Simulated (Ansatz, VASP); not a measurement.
## One calculation of Al4Te, two programs

```
Al Te
1.0
     3.58868    0.00000    0.00000
     0.00000    3.58868    0.00000
     0.00000    0.00000    8.61242
Al Te
4 1
Cartesian
  0.0000 0.0000 2.9793
  0.0000 0.0000 5.6331
  1.7943 1.7943 1.8035
  1.7943 1.7943 6.8089
  0.0000 0.0000 0.0000
```

Change from the starting cell: ordered superstructure of sc with vacancies (P4/mmm, No. 123).

Alike in both runs: task relaxation of cell and atoms; functional PBE; k mesh 10 × 10 × 6; occupations gaussian, width 0.1 eV; no spin polarisation.

|  | VASP | Ansatz |
| --- | --- | --- |
| version | VASP 6.6.1 | Ansatz 0.2.0 |
| potentials or method | VASP PAW PBE potentials, release 64 (Al, Te) | scalar-relativistic, plane waves, PAW |
| plane-wave cutoff (eV) | 600 | 420 |
| valence electrons in the cell | 18 | 28 |

Ansatz gave:

* gap on the k mesh at the Fermi level, each at its own relaxed structure (eV): none
* relaxed volume (Å³/atom): 21.66
* relaxed cell length with the largest relative difference (Å): 9.182
* energy change over the relaxation (meV/atom): -10

Question: Estimate VASP's values.

Answer: gap on the k mesh at the Fermi level, each at its own relaxed structure (eV): none; relaxed volume (Å³/atom): 21.60; relaxed cell length with the largest relative difference (Å): 9.222; energy change over the relaxation (meV/atom): -10.

A gap of «none» marks a metal or a gap that the smearing closes. The two sets of potentials don't hold the same shells in valence.

The runs have no spin-orbit coupling, so splittings on Te are missing.
